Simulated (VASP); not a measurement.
Energy against volume of HfC (rock salt). All values below come from vdW-DF-cx, VASP's PBE PAW potentials (set 64) (plane waves; VASP 6.6.1). Settings: 520 eV cut-off, 14×14×14 Γ-centred mesh, first-order Methfessel-Paxton smearing of 0.10 eV, potentials Hf_pv C.

```
V (Å³/atom)  E (eV/atom)
-----------  -----------
11.583          -9.02652
11.952          -9.05575
12.322          -9.06474
12.692          -9.05630
```

### Question
Fit these four points and predict the energy of the run at 13.061 Å³/atom.

### Answer
A cubic in V^(−2/3), the third-order Birch-Murnaghan form, passes through the four points with V0 = 12.32 Å³/atom and B0 = 251 GPa, and gives -9.0330 eV/atom there. The run gave -9.0329 eV/atom, +0.1 meV/atom from the fit; all five points give B0 = 251 GPa.

The compound is HfC in the rock salt structure. It was relaxed first.
